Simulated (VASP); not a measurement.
Here is the system:

```
MgI2
1.0
    2.06447    -3.57576     0.00000
    2.06447     3.57576     0.00000
    0.00000     0.00000     6.88261
Mg I
1 2
Direct
  0.00000   0.00000   0.00000
  0.33333   0.66667   0.24326
  0.66667   0.33333   0.75674
```

The numbers are results of PBE GGA with D4 dispersion, VASP's PBE PAW potentials (set 64) (plane waves; VASP 6.6.1), not measurements. Run with 520 eV cut-off, 7×7×4 Γ-centred mesh, tetrahedra with Blöchl corrections, potentials Mg I.

The cores are frozen, which limits the accuracy of field gradients.

Question: Give the principal components of the electric field gradient (V/Å²) and the asymmetry η at each nucleus.

Answer: 
```csv
atom,Vxx,Vyy,Vzz,η
Mg1,0.0,0.0,0.0,-
I2,18.8,18.8,-37.6,0.00
I3,18.8,18.8,-37.6,0.00
```

The compound is MgI2 in the 1T layered structure. It was relaxed first.
